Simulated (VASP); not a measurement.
Runs of VASP 6.6.1 on ZnH2. It takes space group Fd-3m (No. 227, cubic). Conventional cell: a = 6.230 Å, b = 6.230 Å, c = 6.230 Å, α = 90.00°, β = 90.00°, γ = 90.00°. Zn (site symmetry -43m) has 12 H at 2.58 Å and 4 Zn at 2.70 Å as nearest neighbours. H (site symmetry -3m) has 6 H at 2.20 Å as nearest neighbours. The cell was built by a generator and needn't be a form met in nature.

```tsv
task	level	cell	cutoff (eV)	smearing	gap on the mesh (eV)	pressure (GPa)
relaxation of the atoms	PBEsol	atoms relaxed	520	gaussian 0.05 eV	none	-16.0
single point	PBE	as given	520	fermi-dirac 0.05 eV	none	-13.2
density of states	revTPSS+D3(BJ)	as given	520	tetrahedron	none	(a)
relaxation of cell and atoms	PBE	relaxed	600	gaussian 0.05 eV	none	-0.2
```

Alike in all rows: potentials or basis VASP PAW PBE potentials, release 64 (Zn, H); no spin polarisation; k mesh 7 × 7 × 7.

Q: Fill in the values left out.

A: (a) -20.5.

Caveats: the PAW data sets were made with another functional, which shifts forces and pressure a little (some runs); so large a pressure means that the cell lies far from this level's equilibrium, or that cutoff or potentials fall short (some runs); the potentials were made for another functional, which shifts forces and pressure (some runs); pairwise dispersion overbinds metals, which lowers pressure and volume (some runs).

A k mesh can miss the band edges.

A gap of «none» marks a metal or a gap under the smearing width.

Not every run made on this cell is shown here.
